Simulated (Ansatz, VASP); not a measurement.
Two plane-wave programs on LiBe

File INCAR:

```
PREC = Accurate
ENCUT = 520
EDIFF = 1E-7
ISMEAR = 1
SIGMA = 0.05
LREAL = F
LASPH = T
NELM = 100
ALGO = Fast
ISIF = 2
LWAVE = F
LCHARG = F
GGA = CA
NBANDS = 13
```

KPOINTS

```
regular mesh
0
Gamma
  10 6 4
```

The input POSCAR:

```
LiBe
1.0
    2.2959860000      0.0000000000      0.0000000000
    0.0000000000      3.6127730000      0.0000000000
   -0.4017430000      0.0000000000      5.5135260000
Li Be
2 2
Direct
    0.7368480000      0.2500000000      0.1548580000
    0.2631520000      0.7500000000      0.8451420000
    0.7564180000      0.2500000000      0.5761720000
    0.2435820000      0.7500000000      0.4238280000
```

Input for Ansatz:

```yaml
crystal:
  lattice:
    - [2.295986, 0.0, 0.0]
    - [0.0, 3.612773, 0.0]
    - [-0.401743, 0.0, 5.513526]
  atoms:
    - { symbol: Li, position: [0.736848, 0.25, 0.154858] }
    - { symbol: Li, position: [0.263152, 0.75, 0.845142] }
    - { symbol: Be, position: [0.756418, 0.25, 0.576172] }
    - { symbol: Be, position: [0.243582, 0.75, 0.423828] }
kpoints:
  mp_grid: { grid: [10, 6, 4] }
hamiltonian:
  xc: lda
scf:
  occupations: { method: cold, width: 0.05 }
output:
  forces: true
  stress: true
```

Alike in both runs: task single point; functional LDA; k mesh 10 × 6 × 4; no spin polarisation.

|  | VASP | Ansatz |
| --- | --- | --- |
| version | VASP 6.6.1 | Ansatz 0.2.0 |
| potentials or method | VASP PAW LDA potentials, release 64 (Li_sv, Be) | plane waves, PAW |
| plane-wave cutoff (eV) | 520 | 420 |
| occupations | methfessel-paxton of order 1, width 0.05 eV | cold, width 0.05 eV |
| valence electrons in the cell | 10 | 10 |

|  | VASP | Ansatz | Ansatz less VASP |
| --- | --- | --- | --- |
| rms of the force components (eV/Å) | 0.052 | 0.055 | +0.0032 |

Atom by atom the forces differ by 0.003 eV/Å (rms over components).
